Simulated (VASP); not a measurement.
# Lattice of ZrB2 across functionals and dispersion corrections, part 2 of 2

Which functional gives the lattice of ZrB2 as experiment finds it, and is a dearer one worth its cost? LASPH is on for some levels and off for others; the table marks which. The start is a cell from a database of measured crystal structures.

VASP 6.6.1, plane waves and PAW; the level of theory is named at each step.

Still holding for the runs below: The k-mesh is coarse for a metal.

So far. Step 2 (Relaxation with PBE): It ends with forces that vanish by symmetry and a pressure of 0.00 GPa. The volume lies +1.1 % from that of the database's start. The conventional cell has a = 3.172 and c = 3.542 Å.

The database entry behind the starting cell differs from later determinations by our own check (rounded, c about 0.3 % short), so it need not match the best structure at ambient conditions.

## 3. Relaxation with LDA

This step: LDA; plane waves and PAW (Zr_sv, B) (VASP 6.6.1).

LDA, the lowest rung, knows the local density alone.

Contents of INCAR:

```
SYSTEM = ZrB2
PREC = Accurate
ENCUT = 520
EDIFF = 1E-06
NELM = 100
ISMEAR = -1
SIGMA = 0.05
LREAL = .FALSE.
ALGO = Normal
GGA = CA
NBANDS = 15
LORBIT = 11
LWAVE = .FALSE.
LCHARG = .FALSE.
KPAR = 2
IBRION = 2
NSW = 60
ISIF = 3
EDIFFG = -0.01
```

Contents of POSCAR:

```
ZrB2
1.0
    3.1650000000      0.0000000000      0.0000000000
   -1.5825000000      2.7409704030      0.0000000000
    0.0000000000      0.0000000000      3.5200000000
Zr B
1 2
Direct
    0.0000000000      0.0000000000      0.0000000000
    0.3333333333      0.6666666667      0.5000000000
    0.6666666667      0.3333333333      0.5000000000
```

Contents of KPOINTS:

```
Automatic mesh
0
Gamma
8 8 6
0 0 0
```

PAW data sets: Zr_sv and B (PBE family, release 64).

Run with:

```bash
$ mpirun -np 2 vasp_std
```

Output:

```text
[banner, memory and clock lines left out]
running    2 mpi-ranks, on    1 nodes
 distrk:  each k-point on    1 cores,    2 groups
 distr:  one band on    1 cores,    1 groups

 POSCAR found type information on POSCAR ZrB
 POSCAR found :  2 types and       3 ions
|                                                                             |
|               ----> ADVICE to this user running VASP <----                  |
|                                                                             |
|     You enforced a specific xc type in the INCAR file but a different       |
|     [... a line on the potential file left out ...]
|     I HOPE YOU KNOW WHAT YOU ARE DOING!                                     |
|                                                                             |

 LDA part: xc-table for (Slater(with rela. corr.)+CA(PZ))
 , standard interpolation
 POSCAR, INCAR and KPOINTS ok, starting setup
 FFT: planning ... GRIDC
 FFT: planning ... GRID_SOFT
 FFT: planning ... GRID
 WAVECAR not read
 entering main loop
       N       E                     dE             d eps       ncg     rms          rms(c)
DAV:   1     0.103395410687E+03    0.10340E+03   -0.97740E+03  1200   0.120E+03
DAV:   2    -0.258225267223E+02   -0.12922E+03   -0.12471E+03  1515   0.308E+02
DAV:   3    -0.299346789101E+02   -0.41122E+01   -0.40895E+01  1909   0.477E+01
DAV:   4    -0.300046506975E+02   -0.69972E-01   -0.69959E-01  1373   0.582E+00
DAV:   5    -0.300069154483E+02   -0.22648E-02   -0.22647E-02  1847   0.700E-01    0.228E+01
DAV:   6    -0.273175792206E+02    0.26893E+01   -0.64424E+00  1468   0.174E+01    0.940E+00
DAV:   7    -0.272744845982E+02    0.43095E-01   -0.66763E-01  1777   0.519E+00    0.356E+00
DAV:   8    -0.272729124248E+02    0.15722E-02   -0.89507E-02  1427   0.252E+00    0.458E-01
DAV:   9    -0.272701492342E+02    0.27632E-02   -0.15025E-02  1548   0.939E-01    0.166E-01
DAV:  10    -0.272699470682E+02    0.20217E-03   -0.10210E-03  1425   0.305E-01    0.381E-02
DAV:  11    -0.272699507615E+02   -0.36933E-05   -0.50068E-05  1748   0.666E-02    0.110E-02
DAV:  12    -0.272699495604E+02    0.12010E-05   -0.17725E-06  1120   0.100E-02    0.496E-03
DAV:  13    -0.272699494498E+02    0.11058E-06   -0.47748E-07   698   0.589E-03
   1 F= -.27269949E+02 E0= -.27268769E+02  d E =-.272699E+02
 curvature:   0.00 expect dE= 0.000E+00 dE for cont linesearch  0.000E+00
 trial: gam= 0.00000 g(F)=  0.124E-48 g(S)=  0.680E-01 ort = 0.000E+00 (trialstep = 0.100E+01)
 search vector abs. value=  0.680E-01
 bond charge predicted
       N       E                     dE             d eps       ncg     rms          rms(c)
DAV:   1    -0.276205052691E+02   -0.35056E+00   -0.11155E+01  1406   0.333E+01    0.813E+00
DAV:   2    -0.272829336311E+02    0.33757E+00   -0.81101E-01  1358   0.988E+00    0.202E+00
DAV:   3    -0.272460970582E+02    0.36837E-01   -0.28590E-01  1836   0.396E+00    0.951E-01
DAV:   4    -0.272529469894E+02   -0.68499E-02   -0.10499E-02  1602   0.780E-01    0.398E-01
DAV:   5    -0.272575012409E+02   -0.45543E-02   -0.11393E-02  1838   0.621E-01    0.316E-01
DAV:   6    -0.272583581177E+02   -0.85688E-03   -0.75722E-04  2019   0.209E-01    0.960E-02
DAV:   7    -0.272584065184E+02   -0.48401E-04   -0.78451E-05  1584   0.834E-02    0.218E-02
DAV:   8    -0.272584092091E+02   -0.26907E-05   -0.31858E-06  1314   0.197E-02    0.893E-03
DAV:   9    -0.272584098399E+02   -0.63082E-06   -0.65227E-07   803   0.945E-03
   2 F= -.27258410E+02 E0= -.27257261E+02  d E =0.115396E-01
 trial-energy change:    0.011540  1 .order    0.012828   -0.067988    0.093644
 step:   0.4324(harm=  0.4206)  dis= 0.00000  next Energy=   -27.284752 (dE=-0.148E-01)
 bond charge predicted
       N       E                     dE             d eps       ncg     rms          rms(c)
DAV:   1    -0.273929178574E+02   -0.13451E+00   -0.34875E+00  1382   0.191E+01    0.457E+00
DAV:   2    -0.272955512983E+02    0.97367E-01   -0.32891E-01  1396   0.613E+00    0.116E+00
DAV:   3    -0.272812997987E+02    0.14251E-01   -0.75232E-02  1847   0.204E+00    0.452E-01
DAV:   4    -0.272831702615E+02   -0.18705E-02   -0.37599E-03  1790   0.419E-01    0.240E-01
DAV:   5    -0.272847066429E+02   -0.15364E-02   -0.32729E-03  1893   0.321E-01    0.148E-01
DAV:   6    -0.272849271607E+02   -0.22052E-03   -0.17791E-04  2016   0.993E-02    0.398E-02
DAV:   7    -0.272849393716E+02   -0.12211E-04   -0.16027E-05  1549   0.354E-02    0.123E-02
DAV:   8    -0.272849405007E+02   -0.11290E-05   -0.98165E-07   935   0.109E-02    0.390E-03
DAV:   9    -0.272849406990E+02   -0.19835E-06   -0.24732E-07   705   0.531E-03
   3 F= -.27284941E+02 E0= -.27283775E+02  d E =-.149912E-01
 curvature:  -0.21 expect dE=-0.124E-05 dE for cont linesearch -0.120E-05
 trial: gam=-0.00908 g(F)=  0.173E-49 g(S)=  0.589E-05 ort = 0.623E-03 (trialstep = 0.886E+00)
 search vector abs. value=  0.180E-06
 reached required accuracy - stopping structural energy minimisation
```

Wall time 24 s (2 MPI ranks of AMD EPYC 7R43, shared host); peak memory 0.22 GiB.

From OUTCAR (step 3):

```text
The static configuration has the point symmetry D_6h.

 Found     40 irreducible k-points:

   NELECT =      18.0000    total number of electrons

 E-fermi :  10.7730

 k-point     1 :       0.0000    0.0000    0.0000
  band No.  band energies     occupation
    ...
      5      -2.0731      2.00000
      6       7.9305      2.00000
      7       7.9305      2.00000
      8       7.9650      2.00000
      9       8.3599      2.00000
     10      14.1490      0.00000
     11      14.1490      0.00000
     12      14.9476      0.00000
     13      14.9476      0.00000
     14      15.8475      0.00000
    ...

 k-point     2 :       0.1250   -0.0000    0.0000
  band No.  band energies     occupation
    ...
      5      -1.7556      2.00000
      6       7.1125      2.00000
      7       7.9437      2.00000
      8       8.0035      2.00000
      9       8.2534      2.00000
     10      13.5789      0.00000
     11      13.9535      0.00000
     12      14.1799      0.00000
     13      14.5996      0.00000
     14      16.8195      0.00000
    ...

  Total       -0.0100821     -0.0100821     -0.0127632      0.0000000     -0.0000000      0.0000000
  in kB       -0.5422750     -0.5422750     -0.6864816      0.0000000     -0.0000000      0.0000000
  external PRESSURE =      -0.5903439 kB  Pullay stress =       0.0000000 kB

  energy-cutoff  :      520.00
  volume of cell :       29.79
      direct lattice vectors                 reciprocal lattice vectors
     3.137804338  0.000000000  0.000000000     0.318694186  0.183998174 -0.000000000
    -1.568902169  2.717418269  0.000000000     0.000000000  0.367996348  0.000000000
     0.000000000  0.000000000  3.493489059     0.000000000 -0.000000000  0.286246782

 POSITION                                       TOTAL-FORCE (eV/Angst)
 -----------------------------------------------------------------------------------
      0.00000      0.00000      0.00000         0.000000      0.000000      0.000000
     -0.00000      1.81161      1.74674        -0.000000      0.000000      0.000000
      1.56890      0.90581      1.74674         0.000000      0.000000     -0.000000
 -----------------------------------------------------------------------------------
    total drift:                               -0.000000      0.000000      0.000000

  FREE ENERGIE OF THE ION-ELECTRON SYSTEM (eV)
  ---------------------------------------------------
  free  energy   TOTEN  =       -27.2849406990 eV

  energy  without entropy=      -27.2826094999  energy(sigma->0) =      -27.28377510

 total charge
# of ion       s       p       d       tot
------------------------------------------
    1        2.177   6.035   1.842  10.054
    2        0.661   1.271   0.000   1.933
    3        0.661   1.271   0.000   1.933
--------------------------------------------------
tot          3.500   8.577   1.842  13.919

[... 8 parts as in an earlier step ...]

[... 5 further parts left out ...]
```

CONTCAR:

```
ZrB2
   1.00000000000000
     3.1378043380094471    0.0000000000000000    0.0000000000000000
    -1.5689021690047236    2.7174182688428727    0.0000000000000000
     0.0000000000000000    0.0000000000000000    3.4934890586947067
  Zr              B
     1     2
Direct
     0.0000000000000000    0.0000000000000000    0.0000000000000000
     0.3333333332999970    0.6666666667000030    0.5000000000000000
     0.6666666667000030    0.3333333332999970    0.5000000000000000
```

The PAW data sets were made with PBE, though LDA sets exist; this is a small mismatch.

Step by step:

| step | energy less that of the first step (eV) | largest force (eV/Å) | pressure (GPa) | volume (Å³) |
| --- | --- | --- | --- | --- |
| 1 | 0.0000 | 0.0000 | -6.22 | 30.54 |
| 2 | 0.0115 | 0.0000 | 9.07 | 28.82 |
| 3 | -0.0150 | 0.0000 | -0.06 | 29.79 |

| conventional cell, symmetrised | before | after | change |
| --- | --- | --- | --- |
| a (Å) | 3.165 | 3.138 | -0.9 % |
| b (Å) | 3.165 | 3.138 | -0.9 % |
| c (Å) | 3.520 | 3.493 | -0.8 % |
| volume (Å³/atom) | 10.18 | 9.93 | -2.5 % |

The relaxed structure:

```cif
data_structure
_symmetry_space_group_name_H-M 'P 1'
_symmetry_Int_Tables_number 1
_cell_length_a 3.1378
_cell_length_b 3.1378
_cell_length_c 3.4935
_cell_angle_alpha 90.000
_cell_angle_beta 90.000
_cell_angle_gamma 120.000
_cell_volume 29.79
loop_
_atom_site_label
_atom_site_type_symbol
_atom_site_fract_x
_atom_site_fract_y
_atom_site_fract_z
_atom_site_occupancy
Zr1 Zr 0.00000 0.00000 0.00000 1
B2 B 0.33333 0.66667 0.50000 1
B3 B 0.66667 0.33333 0.50000 1
```

This step gave:

* free energy (TOTEN): -27.28 eV
* energy at zero smearing: -27.28 eV
* Fermi energy: 10.77 eV
* pressure: -0.05903 GPa
* SCF cycles over all ionic steps: 31

It ends at 9.929 Å³/atom, -2.5 % from the start, with -0.06 GPa left. The conventional cell has a = 3.138 and c = 3.493 Å.

## 4. Relaxation with r2SCAN

This step: r2SCAN; plane waves and PAW (Zr_sv, B) (VASP 6.6.1).

r2SCAN adds the kinetic-energy density, costs more than a GGA and is run with LASPH.

INCAR, as its differences from that of step 3:

```diff
@@ -9,3 +9,4 @@
 ALGO = Normal
-GGA = CA
+METAGGA = R2SCAN
+LASPH = .TRUE.
 NBANDS = 15
```

POSCAR is that of step 3.

KPOINTS is that of step 3.

Run with:

```bash
$ mpirun -np 2 vasp_std
```

Output:

```text
[banner, memory and clock lines left out]
running    2 mpi-ranks, on    1 nodes
[...]
[... a notice as in an earlier step ...]

 LDA part: xc-table for (None), standard interpolation
 POSCAR, INCAR and KPOINTS ok, starting setup
[...]
entering main loop
       N       E                     dE             d eps       ncg     rms          rms(c)
DAV:   1     0.889256455921E+02    0.88926E+02   -0.10033E+04  1200   0.123E+03
DAV:   2    -0.446773186437E+02   -0.13360E+03   -0.12894E+03  1515   0.318E+02
DAV:   3    -0.493779494627E+02   -0.47006E+01   -0.46646E+01  1955   0.509E+01
DAV:   4    -0.494546623882E+02   -0.76713E-01   -0.76658E-01  1400   0.633E+00
[...]
DAV:  10    -0.406326880466E+02   -0.33227E-03   -0.44370E-04  1546   0.182E-01    0.497E-02
DAV:  11    -0.406327332236E+02   -0.45177E-04   -0.57820E-05  1487   0.765E-02    0.123E-02
DAV:  12    -0.406327331501E+02    0.73431E-07   -0.15750E-06  1162   0.122E-02
   1 F= -.40632733E+02 E0= -.40631617E+02  d E =-.406327E+02
[... from here on, the cycles between the ionic steps are left out ...]
   2 F= -.40632831E+02 E0= -.40631746E+02  d E =-.974424E-04
   3 F= -.40636140E+02 E0= -.40635045E+02  d E =-.340693E-02
   4 F= -.40636503E+02 E0= -.40635428E+02  d E =-.363374E-03
 trial-energy change:   -0.000363  1 .order   -0.000356   -0.000810    0.000097
 step:   0.8074(harm=  0.8036)  dis= 0.00000  next Energy=   -40.636508 (dE=-0.368E-03)
 reached required accuracy - stopping structural energy minimisation
```

It took 2 min on 2 MPI ranks; peak memory 0.24 GiB.

Parts of OUTCAR (step 4):

```text
  Total        0.0214407      0.0214407     -0.0083529      0.0000000     -0.0000000     -0.0000000
  in kB        1.1131418      1.1131418     -0.4336581      0.0000000     -0.0000000     -0.0000000
  external PRESSURE =       0.5975418 kB  Pullay stress =       0.0000000 kB

 POSITION                                       TOTAL-FORCE (eV/Angst)
 -----------------------------------------------------------------------------------
     -1.58381      2.74324      3.55143        -0.000000      0.000000      0.000000
     -0.00000      1.82883      1.77571        -0.000000     -0.000000      0.000000
      1.58381      0.91441      1.77571         0.000000      0.000000     -0.000000
 -----------------------------------------------------------------------------------
    total drift:                               -0.000000      0.000000      0.000000

  FREE ENERGIE OF THE ION-ELECTRON SYSTEM (eV)
  ---------------------------------------------------
  free  energy   TOTEN  =       -40.6365034569 eV

  energy  without entropy=      -40.6343525986  energy(sigma->0) =      -40.63542803

[... 2 parts as in an earlier step ...]

[... 2 further parts left out ...]
[key lines of the parts left out:]
E-fermi :  10.7193
```

The PAW data sets were made with PBE, which is usual practice but a small mismatch for other functionals.

The steps of the relaxation:

| step | energy less that of the first step (eV) | largest force (eV/Å) | pressure (GPa) | volume (Å³) |
| --- | --- | --- | --- | --- |
| 1 | 0.0000 | 0.0000 | 2.54 | 30.54 |
| 2 | -0.0001 | 0.0000 | -2.97 | 31.25 |
| 3 | -0.0034 | 0.0000 | -0.30 | 30.89 |
| 4 | -0.0038 | 0.0000 | 0.06 | 30.86 |

| conventional cell, symmetrised | before | after | change |
| --- | --- | --- | --- |
| a (Å) | 3.165 | 3.168 | +0.1 % |
| b (Å) | 3.165 | 3.168 | +0.1 % |
| c (Å) | 3.520 | 3.551 | +0.9 % |
| volume (Å³/atom) | 10.18 | 10.29 | +1.1 % |

The relaxed structure:

```xyz
3
Lattice="3.1676 0.0000 0.0000 -1.5838 2.7432 0.0000 0.0000 0.0000 3.5514" Properties=species:S:1:pos:R:3 pbc="T T T"
Zr    0.0000    0.0000    0.0000
B     0.0000    1.8288    1.7757
B     1.5838    0.9144    1.7757
```

It ends at 10.29 Å³/atom, +1.1 % from the start, with 0.06 GPa left. The conventional cell has a = 3.168 and c = 3.551 Å.

## 5. Relaxation with PBE + D3(BJ)

This step: PBE with D3(BJ); plane waves and PAW (Zr_sv, B) (VASP 6.6.1).

A dispersion term adds the long-range attraction that semilocal functionals lack. D3 with Becke-Johnson damping keeps a finite attraction at short range.

INCAR, as its differences from that of step 4:

```diff
@@ -9,4 +9,4 @@
 ALGO = Normal
-METAGGA = R2SCAN
-LASPH = .TRUE.
+GGA = PE
+IVDW = 12
 NBANDS = 15
```

POSCAR is that of step 4.

KPOINTS is that of step 4.

Run with:

```bash
$ mpirun -np 2 vasp_std
```

Output:

```text
[... set-up lines as in an earlier step ...]
 entering main loop
       N       E                     dE             d eps       ncg     rms          rms(c)
[... 13 cycles as in an earlier step ...]
   1 F= -.26153196E+02 E0= -.26152035E+02  d E =-.261532E+02
[...]
2 F= -.26149936E+02 E0= -.26148822E+02  d E =0.325936E-02
[...]
3 F= -.26158956E+02 E0= -.26157817E+02  d E =-.576054E-02
[...]
4 F= -.26158953E+02 E0= -.26157814E+02  d E =-.575763E-02
[...]
5 F= -.26158999E+02 E0= -.26157870E+02  d E =-.455580E-04
 trial-energy change:   -0.000046  1 .order   -0.000042   -0.000077   -0.000007
 step:   0.9773(harm=  0.9773)  dis= 0.00000  next Energy=   -26.158996 (dE=-0.422E-04)
 reached required accuracy - stopping structural energy minimisation
```

Run time: 27 s. Hardware: 2 MPI ranks; peak memory 0.27 GiB.

OUTCAR, selected parts (step 5):

```text
 Edisp (eV)   -1.19644

 Edisp (eV)   -1.19623

  Total      -0.01778    -0.01778    -0.00599     0.00000    -0.00000     0.00000
  in kB      -0.94711    -0.94711    -0.31918     0.00000    -0.00000     0.00000
  external pressure =       -0.74 kB  Pullay stress =        0.00 kB

 POSITION                                       TOTAL-FORCE (eV/Angst)
 -----------------------------------------------------------------------------------
     -1.57296      2.72445      3.51000         0.000000     -0.000000     -0.000000
     -0.00000      1.81630      1.75500         0.000000      0.000000      0.000000
      1.57296      0.90815      1.75500        -0.000000      0.000000     -0.000000
 -----------------------------------------------------------------------------------
    total drift:                               -0.000000      0.000000      0.000000

  FREE ENERGIE OF THE ION-ELECTRON SYSTEM (eV)
  ---------------------------------------------------
  free  energy   TOTEN  =       -26.1589990350 eV

  energy  without entropy=      -26.1567410943  energy(sigma->0) =      -26.15787006

[... 2 parts as in an earlier step ...]

[... 2 further parts left out ...]
[key lines of the parts left out:]
E-fermi :  10.9073
```

Dispersion corrections of this kind ignore metallic screening and tend to overbind metals.

Step by step:

| step | energy less that of the first step (eV) | largest force (eV/Å) | pressure (GPa) | volume (Å³) |
| --- | --- | --- | --- | --- |
| 1 | 0.0000 | 0.0000 | -3.75 | 30.54 |
| 2 | 0.0033 | 0.0000 | 5.08 | 29.50 |
| 3 | -0.0058 | 0.0000 | 0.04 | 30.07 |
| 4 | -0.0058 | 0.0000 | -0.02 | 30.08 |
| 5 | -0.0058 | 0.0000 | -0.07 | 30.08 |

| conventional cell, symmetrised | before | after | change |
| --- | --- | --- | --- |
| a (Å) | 3.165 | 3.146 | -0.6 % |
| b (Å) | 3.165 | 3.146 | -0.6 % |
| c (Å) | 3.520 | 3.510 | -0.3 % |
| volume (Å³/atom) | 10.18 | 10.03 | -1.5 % |

Final coordinates:

```xyz
3
Lattice="3.1459 0.0000 0.0000 -1.5730 2.7244 0.0000 0.0000 0.0000 3.5100" Properties=species:S:1:pos:R:3 pbc="T T T"
Zr    0.0000    0.0000    0.0000
B     0.0000    1.8163    1.7550
B     1.5730    0.9081    1.7550
```

It ends at 10.03 Å³/atom, -1.5 % from the start, with -0.07 GPa left. The conventional cell has a = 3.146 and c = 3.510 Å. Against plain PBE, the dispersion term moves a by -0.8 % and c by -0.9 %.

## 6. The cells as a table

This step: relaxed cells at several levels; plane waves and PAW (VASP 6.6.1).

No new run; the numbers come from the runs before.

Lengths are those of the conventional cell; cost is the wall time of each run, as given at its step, times its ranks, without the set-up around it; LASPH differs between rows, which moves results and costs too. Results by level, by row:

| level | volume (Å³/atom) | change from the start (%) | a (Å) | c (Å) | cost (core minutes) | LASPH |
| --- | --- | --- | --- | --- | --- | --- |
| PBE | 10.29 | 1.1 | 3.172 | 3.542 | 1.03 | off |
| LDA | 9.93 | -2.5 | 3.138 | 3.493 | 0.8 | off |
| r2SCAN | 10.29 | 1.1 | 3.168 | 3.551 | 4.03 | on |
| PBE + D3(BJ) | 10.03 | -1.5 | 3.146 | 3.51 | 0.9 | off |

## 7. Outcome

| Property | Result |
| --- | --- |
| volume, PBE | 10.29 Å³/atom |
| volume, LDA | 9.929 Å³/atom |
| volume, r2SCAN | 10.29 Å³/atom |
| volume, PBE + D3(BJ) | 10.03 Å³/atom |

**Reading.** For ZrB2 the levels give volumes between 9.929 Å³/atom (LDA) and 10.29 Å³/atom (PBE), a spread of 3.6 %, while the cost of the finished runs spans a factor of 5.0. Against the volume of the start, a cell from experiment, PBE and r2SCAN come nearest (+1.1 %) and LDA lies farthest (-2.5 %); thermal expansion is in that cell alone. Within 2 % of it: PBE, r2SCAN and PBE + D3(BJ). The costs hold the number of ionic steps as well as the price of the functional. Against the listed lengths the levels give a from -0.9 % to +0.2 % and c from -0.8 % to +0.9 %. Adding D3(BJ) to PBE changes the volume by -2.5 % (a by -0.8 % and c by -0.9 %). Pairwise corrections of the D and TS kind ignore the screening in a metal, so they may overbind here. Within 0.02 Å all end in space group P6/mmm; the runs can't lower the symmetry of the start. The k-sampling is coarse for a metal, so the Fermi level, pressures and the shape of the cell carry errors. LASPH is on for some levels and off for others, so differences between them are not the functional's alone. Each is a single relaxation on the plane waves of the start cell, so larger changes of volume carry a basis-set error that was not tested here. Zero-point and thermal expansion are not included.

[Lines on the potential files, build, host, timing and source positions are cut from VASP's logs without a mark.]

[Logs are printed without paths, hosts, clocks, repeated set-up lines and the standing remarks that a program may print on its own settings, such as how far it seeks lower states.]

[Hosts, paths, dates, database ids (printed as entryN), source tags and the programs' standing remarks are cut or masked in the printed files.]

[A measured line is paired with the nearest computed mode of its activity, which favours agreement.]

[In band tables of VASP the shares of atoms and orbitals are scaled to a sum of 1 inside the atoms' spheres.]
